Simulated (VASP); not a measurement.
Data:

```yaml
crystal:
  lattice:
    - [1.39591, 0.80593, 4.63143]
    - [-1.39591, 0.80593, 4.63143]
    - [0.00000, -1.61186, 4.63143]
  atoms:
    - { symbol: Pt, position: [0.50000, 0.50000, 0.50000] }
    - { symbol: Au, position: [0.00000, 0.00000, 0.00000] }
```

Calculation: LDA (Ceperley-Alder, Perdew-Zunger), VASP's LDA PAW potentials (set 64) (plane waves; VASP). Run with 400 eV cut-off, Gaussian smearing of 0.050 eV, potentials Pt Au.

### Question
Give the energies of bands 1 to 13 at the high-symmetry points, in eV from the Fermi level.

### Answer

```tsv
band	Γ	T	H2	L	S0	F
1	-10.06	-8.44	-6.07	-6.81	-6.04	-7.38
2	-7.37	-7.87	-5.82	-5.89	-5.58	-7.07
3	-4.60	-4.86	-5.30	-5.69	-5.34	-6.58
4	-4.60	-4.43	-5.13	-4.71	-5.21	-4.17
5	-4.11	-4.43	-4.47	-4.22	-4.55	-4.17
6	-3.79	-3.82	-3.35	-3.33	-3.39	-1.42
7	-3.79	-3.09	-2.54	-3.21	-2.58	-0.90
8	-2.18	-3.09	-2.29	-1.77	-2.16	-0.55
9	-2.18	-2.73	-1.21	-1.39	-1.31	-0.37
10	-0.68	-2.73	-0.46	0.40	-0.54	0.04
11	-0.34	-1.03	4.41	1.95	4.12	0.43
12	-0.34	-1.03	4.79	2.90	4.90	1.61
13	4.73	12.23	5.32	6.47	5.09	4.95
```

It has no gap at this level: it comes out as a metal or semimetal.

The structure comes from a computed database's PtAu entry (R-3m); how it stands against other phases isn't given here. It was relaxed first. The electron count is odd and the run is not spin-polarised, which forces a metal.
